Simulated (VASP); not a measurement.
OSZICAR of a VASP run on Ir (space group Fm-3m):

OSZICAR:
```
       N       E                     dE             d eps       ncg     rms          rms(c)
DAV:   1     0.604336983495E+02    0.60434E+02   -0.34728E+03  3992   0.896E+02
DAV:   2    -0.975403744207E+01   -0.70188E+02   -0.63085E+02  3848   0.285E+02
DAV:   3    -0.112978979024E+02   -0.15439E+01   -0.15227E+01  5472   0.492E+01
DAV:   4    -0.113163982094E+02   -0.18500E-01   -0.18493E-01  4344   0.468E+00
DAV:   5    -0.113169361057E+02   -0.53790E-03   -0.53789E-03  5240   0.805E-01    0.184E+01
DAV:   6    -0.108227857971E+02    0.49415E+00   -0.59036E-01  4872   0.140E+01    0.859E+00
DAV:   7    -0.107279809566E+02    0.94805E-01   -0.16256E-01  5216   0.687E+00    0.375E+00
DAV:   8    -0.107234496297E+02    0.45313E-02   -0.27864E-03  4104   0.688E-01    0.135E+00
DAV:   9    -0.107201368718E+02    0.33128E-02   -0.44257E-03  4496   0.123E+00    0.422E-01
DAV:  10    -0.107199575507E+02    0.17932E-03   -0.12870E-04  4520   0.211E-01    0.306E-02
DAV:  11    -0.107199567036E+02    0.84710E-06   -0.17425E-06  5056   0.143E-02
   1 F= -.10719957E+02 E0= -.10719053E+02  d E =-.180721E-02  mag=    -0.0000     0.0000    -0.0000
       N       E                     dE             ncg
```

Question: Which electronic solver shows in the log?

Answer: It is blocked Davidson (ALGO = Normal, or the opening steps of other solvers). The INCAR had ALGO = Normal.

Question: How was spin treated?

Answer: With non-collinear spinors: mag has three components.

Question: Can the final energy be trusted as converged?

Answer: The run converged. It stopped with EDIFF = 1E-6, NELM = 100 (LDA (Ceperley-Alder, Perdew-Zunger) with spin-orbit coupling, plane waves, VASP's LDA PAW potentials (set 64)).

The structure comes from a computed database's Ir entry (Fm-3m); how it stands against other phases isn't given here. It was relaxed first.
